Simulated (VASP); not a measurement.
BeCr3, 4 atoms in the cell. The structure is cubic, space group Pm-3m (No. 221). Conventional cell: a = 3.511 Å, b = 3.511 Å, c = 3.511 Å, α = 90.00°, β = 90.00°, γ = 90.00°. Cr (site symmetry 4/mmm) has 8 Cr at 2.48 Å and 4 Be at 2.48 Å as nearest neighbours. Around Be (site symmetry m-3m) lie 12 Cr at 2.48 Å. The cell comes from a database or a generator and needn't be the stable form of this composition.

```yaml
Program: VASP 6.6.1
Task: relaxation of cell and atoms
Functional: PBEsol
Potentials_or_basis: VASP PAW PBE potentials, release 64 (Cr_pv, Be)
Cutoff: 600 eV
k_mesh: 6 × 6 × 6
Occupations: fermi-dirac, width 0.05 eV
Spin: collinear spin, ferromagnetic start
Starting_moments: "[3.0, 3.0, 3.0, 0.0] μB"
Target_pressure: 20 GPa
Further_INCAR_settings: ALGO = Fast; EDIFF = 1e-07; IBRION = 2; EDIFFG = -0.01; NSW = 60; ISIF = 3
Target_pressure: 20 GPa
```

Potentials or basis: VASP PAW PBE potentials, release 64 (Cr_pv, Be).

Command:

```bash
$ cat potpaw_PBE.64/Cr_pv/POTCAR potpaw_PBE.64/Be/POTCAR > POTCAR
$ mpirun -np 1 vasp_std > vasp.out
```

Hardware: 1 thread of Intel(R) Xeon(R) 6975P-C (Granite Rapids), on a shared host.

**Question.** How long does it take, and how much memory?

**Answer.** Run time: 2.6 min on 1 thread of Intel(R) Xeon(R) 6975P-C (Granite Rapids), on a shared host, peak memory 0.19 GiB. Counts: scf iterations 87, k points 20, ion steps 7.
